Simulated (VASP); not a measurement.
Calculation: PBE GGA, VASP's PBE PAW potentials (set 64) (plane waves; VASP 6.6.1).

VASP ran on this input.

File KPOINTS:
```
kpoints
0
Gamma
 7 7 6
0 0 0
```

**INCAR**
```
# general
SYSTEM  = RuSe
PREC    = Accurate
ENCUT   = 400
LREAL   = .False.
LASPH   = .True.

# electronic loop
EDIFF   = 1E-6
NELM    = 100
ALGO    = Normal
LMAXMIX = 4

# smearing
ISMEAR  = 0
SIGMA   = 0.05

# functional
GGA     = PE

# ions
ISIF    = 2

# output
LWAVE   = .False.
LCHARG  = .False.
```

### POSCAR
```
RuSe
1
    3.3300590000     0.0000000000     0.0000000000
   -1.6650300000     2.8839160000     0.0000000000
    0.0000000000     0.0000000000     3.2499730000
Ru Se
1 1
Direct
  0.0000000000   0.0000000000   0.0000000000
  0.6666670000   0.3333330000   0.5000000000
```

POTCAR, in this order: Ru_pv Se (PBE.64 set). Program: vasp_std.

Gaps are read on the run's mesh, which can miss a band edge.

**Question.** Estimate the energy per atom (σ→0), pressure, band gap (on the k-mesh).

**Answer.** 
| Quantity | Value |
|---|---|
| energy per atom (σ→0) | -5.949 eV/atom |
| band gap (on the k-mesh) | none (metal, semimetal or under 0.01 eV) |
| pressure | 12.27 GPa |

File OSZICAR:
```
...
DAV:   6    -0.119377530651E+02    0.12908E+00   -0.60711E-01   938   0.851E+00    0.683E+00
DAV:   7    -0.119128580020E+02    0.24895E-01   -0.14709E-01   986   0.394E+00    0.390E+00
DAV:   8    -0.119006072049E+02    0.12251E-01   -0.49740E-02   992   0.244E+00    0.204E-01
DAV:   9    -0.119004247061E+02    0.18250E-03   -0.25061E-03   950   0.388E-01    0.531E-02
DAV:  10    -0.119003960132E+02    0.28693E-04   -0.13922E-04  1082   0.120E-01    0.243E-02
DAV:  11    -0.119003984593E+02   -0.24461E-05   -0.14590E-05  1010   0.305E-02    0.550E-03
DAV:  12    -0.119003983351E+02    0.12417E-06   -0.32410E-07   604   0.564E-03
   1 F= -.11900398E+02 E0= -.11898934E+02  d E =-.292848E-02
```

The structure was generated: RuSe was put into the WC type (P-6m2), which need not be its known phase. The cell was not relaxed at this level. The k-mesh is coarse (spacing up to 0.32 per Å, 2π included), so the numbers may not be converged in it. The run is one of a series of settings (KPOINTS 7×7×6 Γ-centred mesh against the base run), some of them coarse on purpose.
